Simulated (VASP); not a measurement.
Method: PBEsol GGA, VASP's PBE PAW potentials (set 64) (plane waves; VASP 6.6.1).

Input for VASP

### POSCAR
```
Li3NaCl4
7.3610990
 -0.0002041794   0.7072071912   0.7070063262
  0.7072071912  -0.0002041794   0.7070063262
  0.3535015059   0.3535015059   0.0000000000
Na Cl Li
1 4 3
direct
  1.0000000000   0.0000000000   1.0000000000
  0.2577841357   0.2577841357   0.4844317286
  0.2655689636   0.7344310364   0.5000000000
  0.7344310364   0.2655689636   0.5000000000
  0.7422158643   0.7422158643   0.5155682714
  1.0000000000   0.5000000000   1.0000000000
  0.5000000000   0.0000000000   1.0000000000
  0.5000000000   0.5000000000   1.0000000000
```

**INCAR**
```
SIGMA  =  0.05   ! width (eV)
ICHARG  =  11
LORBIT  =  11   ! lm-projected
LREAL  =  F
LCHARG  =  F
GGA  =  PS
ALGO  =  Normal   ! blocked Davidson
LASPH  =  T   ! aspherical one-centre terms
ENCUT  =  520
EDIFF  =  1E-7
ISMEAR  =  0
LWAVE  =  F
PREC  =  Accurate
SYSTEM  =  Li3NaCl4
NELM  =  100
```

**KPOINTS**
```
k-points along high-symmetry lines
8
Line-mode
Reciprocal
  0.000000   0.000000   0.000000 ! GAMMA
 -0.500000  -0.500000   0.000000 ! Y

 -0.500000  -0.500000   0.000000 ! Y
 -0.625000  -0.375000   0.000000 ! C_0

 -0.375000   0.375000   0.000000 ! SIGMA_0
  0.000000   0.000000   0.000000 ! GAMMA

  0.000000   0.000000   0.000000 ! GAMMA
  0.500000   0.500000   0.500000 ! Z

  0.500000   0.500000   0.500000 ! Z
  0.125000   0.875000   0.500000 ! A_0

 -0.125000   0.125000   0.500000 ! E_0
  0.000000   0.000000   0.500000 ! T

  0.000000   0.000000   0.500000 ! T
 -0.500000  -0.500000   0.000000 ! Y

  0.000000   0.000000   0.000000 ! GAMMA
 -0.500000   0.000000   0.000000 ! S

 -0.500000   0.000000   0.000000 ! S
  0.000000   0.500000   0.500000 ! R

  0.000000   0.500000   0.500000 ! R
  0.500000   0.500000   0.500000 ! Z

  0.500000   0.500000   0.500000 ! Z
  0.000000   0.000000   0.500000 ! T
```

POTCAR, in this order: Na_pv Cl Li_sv (PBE.64 set). Program: vasp_std. Read from the step before: CHGCAR.

Output of the run:

File OSZICAR:
```
       N       E                     dE             d eps       ncg     rms          rms(c)
DAV:   1     0.390820655821E+03    0.39082E+03   -0.20288E+04  4928   0.165E+03
DAV:   2     0.151765731715E+02   -0.37564E+03   -0.36353E+03  5987   0.392E+02
DAV:   3    -0.258718508613E+02   -0.41048E+02   -0.40881E+02  6597   0.122E+02
DAV:   4    -0.290555358474E+02   -0.31837E+01   -0.31722E+01  8629   0.325E+01
DAV:   5    -0.293922137120E+02   -0.33668E+00   -0.33658E+00  7623   0.593E+00
DAV:   6    -0.293961751419E+02   -0.39614E-02   -0.39606E-02  7364   0.102E+00
DAV:   7    -0.293963189026E+02   -0.14376E-03   -0.14375E-03  7338   0.189E-01
DAV:   8    -0.293963247120E+02   -0.58094E-05   -0.58092E-05  8268   0.316E-02
DAV:   9    -0.293963249244E+02   -0.21238E-06   -0.21236E-06  6957   0.660E-03
DAV:  10    -0.293963249353E+02   -0.10954E-07   -0.10976E-07  5882   0.136E-03
   1 F= -.29396325E+02 E0= -.29396325E+02  d E =-.398384E-25
```

OUTCAR:
```
 val. band max:        0.4027440685   @ k =   0.0000   0.0000   0.0000

 cond. band min:       6.2577670150   @ k =   0.0000   0.0000   0.0000



 k-point     1 :       0.0000    0.0000    0.0000
  band No.  band energies     occupation
      1     -42.5619      2.00000
      2     -42.5612      2.00000
      3     -42.1512      2.00000
      4     -20.1804      2.00000
      5     -20.1802      2.00000
      6     -20.1651      2.00000
      7     -12.8972      2.00000
      8     -12.3546      2.00000
      9     -12.2927      2.00000
     10     -12.1318      2.00000
     11      -2.3631      2.00000
     12      -2.3520      2.00000
     13      -2.3356      2.00000
     14      -0.6667      2.00000
     15      -0.6152      2.00000
     16       0.0594      2.00000
     17       0.1003      2.00000
     18       0.1011      2.00000
     19       0.1380      2.00000
     20       0.3817      2.00000
     21       0.3880      2.00000
     22       0.4027      2.00000
     23       6.2578      0.00000
     24       6.9791      0.00000
     25       7.1632      0.00000
     26       8.1353      0.00000
     27       8.3623      0.00000

 k-point     2 :      -0.0714   -0.0714    0.0000
  band No.  band energies     occupation
      1     -42.5619      2.00000
      2     -42.5611      2.00000
      3     -42.1512      2.00000
      4     -20.1804      2.00000
      5     -20.1802      2.00000
      6     -20.1651      2.00000
      7     -12.8889      2.00000
      8     -12.3569      2.00000
      9     -12.2926      2.00000
     10     -12.1408      2.00000
     11      -2.3430      2.00000
     12      -2.3427      2.00000
     13      -2.2955      2.00000
     14      -0.6559      2.00000
     15      -0.6054      2.00000
     16       0.0233      2.00000
     17       0.0921      2.00000
     18       0.0982      2.00000
     19       0.1000      2.00000
     20       0.3432      2.00000
     21       0.3687      2.00000
     22       0.3909      2.00000
...
```

The density is held fixed in this step, so its total energy and stress have no physical meaning.

The structure was generated: Li3NaCl4 was put into an ordered model structure (Cmmm), which need not be its known phase. It was relaxed first.
